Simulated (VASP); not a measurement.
An input for Ansatz (written as the equivalent of a VASP run, and not itself run):

Ansatz 0.2 input:
```yaml
crystal:
  lattice:
    - [3.8829742, 0.0000000, 0.0000000]
    - [0.0000000, 3.8829742, 0.0000000]
    - [0.0000000, 0.0000000, 3.8829742]
  atoms:
    - { symbol: K, position: [0.0000000, 0.0000000, 0.0000000] }
    - { symbol: Ta, position: [0.5000000, 0.5000000, 0.5000000] }
    - { symbol: O, position: [0.5000000, 0.0000000, 0.5000000] }
    - { symbol: O, position: [0.0000000, 0.5000000, 0.5000000] }
    - { symbol: O, position: [0.5000000, 0.5000000, 0.0000000] }
kpoints:
  mp_grid: { grid: [6, 6, 6] }
hamiltonian:
  xc: pbesol
  pseudopotentials: { kind: paw }
scf:
  occupations: { method: gaussian, width: 0.05 }
  max_iter: 100
relax:
  max_steps: 40
  f_tol: 0.02
  cell: { p_target: 20 }
output: { forces: true, stress: true, eigenvalues: true }
```

Question: Translate this input to VASP (INCAR, KPOINTS, POSCAR, choice of POTCAR).

Answer: One answer among several that fit: 
### POSCAR
```
KTaO3
1.0
  3.8829742387   0.0000000000   0.0000000000
  0.0000000000   3.8829742387   0.0000000000
  0.0000000000   0.0000000000   3.8829742387
K Ta O
1 1 3
Cart
  0.0000000000   0.0000000000   0.0000000000
  1.9414871194   1.9414871194   1.9414871194
  1.9414871194   0.0000000000   1.9414871194
  0.0000000000   1.9414871194   1.9414871194
  1.9414871194   1.9414871194   0.0000000000
```

File KPOINTS:
```
Automatic mesh
0
Gamma
6 6 6
0 0 0
```

INCAR:
```
ALGO  =  Normal
EDIFF  =  1E-6
EDIFFG  =  -0.02
ENCUT  =  620
GGA  =  PS
IBRION  =  2
ISIF  =  3
ISMEAR  =  0
LASPH  =  .TRUE.
LCHARG  =  .FALSE.
LMAXMIX  =  6
LREAL  =  .FALSE.
LWAVE  =  .FALSE.
NELM  =  100
NSW  =  40
PREC  =  Accurate
PSTRESS  =  200
SIGMA  =  0.05
SYSTEM  =  KTaO3
```

POTCAR, in this order: K_sv Ta_pv O (PBE.64 set). Program: vasp_std.

What does not carry over: each code has its own PAW files, so the cut-off isn't converted (ENCUT is set for VASP's; basis.ecutwfc is left out, and Ansatz then takes the one that its files recommend); Ansatz stops its SCF on the density residual and VASP on the energy change (EDIFF).

The compound is KTaO3 in the cubic perovskite structure. It was relaxed first under an external pressure of 20 GPa.
